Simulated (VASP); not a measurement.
The input files of a VASP run:

File POSCAR:
```
SnO2
1
    1.6086299864     0.9287425113     4.3477432631
   -1.6086299864     0.9287425113     4.3477432631
    0.0000000000    -1.8574859849     4.3477432486
Sn O
1 2
Direct
  1.0000000000   1.0000000000   1.0000000000
  0.2583702158   0.2583702158   0.2583702157
  0.7416297842   0.7416297842   0.7416297843
```

### INCAR
```
# general
SYSTEM  = SnO2
PREC    = Accurate
ENCUT   = 520   # plane-wave cut-off (eV)
LREAL   = F   # projection in real space or not
LASPH   = T   # aspherical one-centre terms

# electronic loop
EDIFF   = 1E-6   # SCF stop (eV)
NELM    = 100
ALGO    = Normal   # blocked Davidson
LMAXMIX = 4   # l cut-off of mixed one-centre charges
LMIXTAU = T

# smearing
ISMEAR  = 0   # Gaussian
SIGMA   = 0.05   # width (eV)

# functional
METAGGA = R2SCAN

# ions
IBRION  = 2   # conjugate gradients
NSW     = 60   # most ionic steps
ISIF    = 3   # ions, shape and volume
EDIFFG  = -0.02   # ionic stop

# output
LWAVE   = F
LCHARG  = F
```

File KPOINTS:
```
K-points
0
Gamma
 7 7 7
```

POTCAR, in this order: Sn_d O (PBE.64 set). Program: vasp_std.

Problem. Translate this r2SCAN calculation to Ansatz.

Solution. One equivalent input (not run):
Ansatz 0.2 input:
```yaml
crystal:
  lattice:
    - [1.6086300, 0.9287425, 4.3477433]
    - [-1.6086300, 0.9287425, 4.3477433]
    - [0.0000000, -1.8574860, 4.3477432]
  atoms:
    - { symbol: Sn, position: [1.0000000, 1.0000000, 1.0000000] }
    - { symbol: O, position: [0.2583702, 0.2583702, 0.2583702] }
    - { symbol: O, position: [0.7416298, 0.7416298, 0.7416298] }
kpoints:
  mp_grid: { grid: [7, 7, 7] }
hamiltonian:
  xc: r2scan
  pseudopotentials: { kind: paw }
scf:
  occupations: { method: gaussian, width: 0.05 }
  max_iter: 100
relax:
  max_steps: 60
  f_tol: 0.02
  cell: {}
output: { forces: true, stress: true, eigenvalues: true }
```
Limits of the translation: each code has its own PAW files, so the cut-off isn't converted (ENCUT is set for VASP's; basis.ecutwfc is left out, and Ansatz then takes the one that its files recommend); Ansatz stops its SCF on the density residual and VASP on the energy change (EDIFF).

The structure was generated: SnO2 was put into the CdCl2 type (R-3m), which need not be its known phase. This run relaxes it. Symmetry was kept, so distortions that lower it aren't found. The start is the result of an earlier pass.
